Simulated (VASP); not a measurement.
The system is MgO2.

```
Mg O
1.0
    -2.11400    2.11400    2.57066
     2.11400   -2.11400    2.57066
     2.11400    2.11400   -2.57066
Mg O
2 4
Direct
  0.25000 0.25000 0.00000
  0.75000 0.75000 0.00000
  0.62068 0.12068 0.74136
  0.37932 0.87932 0.25864
  0.12068 0.37932 0.50000
  0.87932 0.62068 0.50000
```

The cell was built by a generator and needn't be a form met in nature.

The cell isn't the ideal one: cell and atoms relaxed at 0 GPa.

| Item | Value |
| --- | --- |
| Program | VASP 6.6.1 |
| Task | relaxation of cell and atoms |
| Functional | LDA |
| Potentials or basis | VASP PAW LDA potentials, release 64 (Mg, O) |
| Cutoff | 600 eV |
| k mesh | 8 × 8 × 8 |
| Occupations | gaussian, width 0.01 eV |
| Spin | no spin polarisation |

At the start: pressure 13.5 GPa; volume 7.66 Å³/atom.

How do energy, volume and symmetry change on relaxing?

Over 12 steps the energy falls by 20.5 meV/atom and the volume is 8.18 Å³/atom (+6.8 %); space group I4/mcm (No. 140, to 0.05 Å).

Step by step:
| step | energy change (eV) | largest force (eV/Å) | pressure (GPa) | volume (Å³) |
| --- | --- | --- | --- | --- |
| 1 | 0.0000 | 0.3388 | 13.46 | 45.95 |
| 2 | -0.0550 | 0.8834 | -5.99 | 50.37 |
| 3 | -0.1064 | 0.4531 | 1.24 | 48.46 |
| 4 | -0.1166 | 0.3435 | -0.73 | 49.49 |
| 5 | -0.1228 | 0.0258 | -0.02 | 49.10 |
| 6 | -0.1228 | 0.0362 | -0.07 | 49.11 |
| 7 | -0.1231 | 0.0100 | -0.09 | 49.12 |
| 8 | -0.1231 | 0.0052 | -0.08 | 49.12 |
| 9 | -0.1231 | 0.0060 | -0.07 | 49.12 |
| 10 | -0.1231 | 0.0077 | -0.07 | 49.12 |
| 11 | -0.1231 | 0.0064 | -0.07 | 49.12 |
| 12 | -0.1231 | 0.0005 | -0.03 | 49.10 |

Final structure:
```cif
data_structure
_symmetry_space_group_name_H-M 'P 1'
_symmetry_Int_Tables_number 1
_cell_length_a 4.0333
_cell_length_b 4.0333
_cell_length_c 4.0333
_cell_angle_alpha 115.366
_cell_angle_beta 115.366
_cell_angle_gamma 98.234
_cell_volume 49.10
loop_
_atom_site_label
_atom_site_type_symbol
_atom_site_fract_x
_atom_site_fract_y
_atom_site_fract_z
_atom_site_occupancy
Mg1 Mg 0.25000 0.25000 0.00000 1
Mg2 Mg 0.75000 0.75000 0.00000 1
O1 O 0.62066 0.12066 0.74133 1
O2 O 0.37934 0.87934 0.25867 1
O3 O 0.12066 0.37934 0.50000 1
O4 O 0.87934 0.62066 0.50000 1
```
